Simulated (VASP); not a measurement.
All values below come from vdW-DF2, VASP's PBE PAW potentials (set 64) (plane waves; VASP 6.6.1).

VASP input:

### KPOINTS
```
Automatic mesh
0
Gamma
6 6 6
0 0 0
```

**POSCAR**
```
BaTiO3
1.0
  4.0980979668   0.0000000000   0.0000000000
  0.0000000000   4.0980979668   0.0000000000
  0.0000000000   0.0000000000   4.0980979668
Ba Ti O
1 1 3
Cart
  0.0000000000   0.0000000000   0.0000000000
  2.0490489834   2.0490489834   2.0490489834
  2.0490489834   0.0000000000   2.0490489834
  0.0000000000   2.0490489834   2.0490489834
  2.0490489834   2.0490489834   0.0000000000
```

**INCAR**
```
SYSTEM = BaTiO3
PREC = Accurate; ENCUT = 520; LREAL = .False.
LASPH = .True.
EDIFF = 1E-7; NELM = 100; ALGO = Normal
LMAXMIX = 4
ISMEAR = -5
GGA = ML; LUSE_VDW = .True.; AGGAC = 0.0
ZAB_VDW = -1.8867
ISIF = 2
LWAVE = .False.; LCHARG = .True.; LORBIT = 11
NEDOS = 601
LEFG = .True.
```

POTCAR, in this order: Ba_sv Ti_sv O (PBE.64 set). Program: vasp_std.

Unless said otherwise, spin-orbit coupling is left out, though it shifts the bands of the heavy elements here.

### Question
What does the run give for the energy per atom (σ→0), band gap (on the k-mesh)?

### Answer

```yaml
energy per atom (σ→0): -6.051 eV/atom
band gap (on the k-mesh): 1.62 eV
```

### OSZICAR
```
...
DAV:  12    -0.302572228419E+02    0.47477E-02   -0.45014E-02  1192   0.171E+00    0.194E-01
DAV:  13    -0.302567526535E+02    0.47019E-03   -0.15607E-03  1184   0.372E-01    0.107E-01
DAV:  14    -0.302565832334E+02    0.16942E-03   -0.13887E-03  1224   0.300E-01    0.328E-02
DAV:  15    -0.302565719687E+02    0.11265E-04   -0.98401E-05  1168   0.910E-02    0.697E-03
DAV:  16    -0.302565715775E+02    0.39128E-06   -0.33673E-06  1264   0.146E-02    0.278E-03
DAV:  17    -0.302565715311E+02    0.46407E-07   -0.11425E-06  1120   0.597E-03    0.121E-03
DAV:  18    -0.302565715654E+02   -0.34357E-07   -0.22145E-07   784   0.398E-03
   1 F= -.30256572E+02 E0= -.30256572E+02  d E =0.000000E+00
```

The compound is BaTiO3 in the cubic perovskite structure, the ideal cubic form; the compound distorts at low or room temperature. It was relaxed first, which changed the volume by +8 %.
